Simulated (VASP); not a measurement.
Here is the system:

```yaml
crystal:
  lattice:
    - [3.15000, 0.00000, 0.00000]
    - [0.00000, 3.15000, 0.00000]
    - [0.00000, 0.00000, 3.15000]
  atoms:
    - { symbol: Zn, position: [0.50000, 0.50000, 0.50000] }
    - { symbol: Au, position: [0.00000, 0.00000, 0.00000] }
```

Calculation: PBE GGA, VASP's PBE PAW potentials (set 64) (plane waves; VASP). Settings: 400 eV cut-off, 3×3×3 Monkhorst-Pack mesh, first-order Methfessel-Paxton smearing of 0.10 eV, potentials Zn Au.

Give the stress tensor in GPa (positive for a compressed cell).

```
2.06  0.00  0.00
0.00  2.06  0.00
0.00  0.00  2.06
```
The pressure is its mean diagonal, 2.06 GPa.

The compound is AuZn in the CsCl type structure. The cell was not relaxed at this level. The k-mesh is coarse (spacing up to 0.66 per Å, 2π included), so the numbers may not be converged in it. The run is one of a series of settings (KPOINTS 3×3×3 Monkhorst-Pack mesh against the base run), some of them coarse on purpose. The electron count is odd and the run is not spin-polarised, which forces a metal.
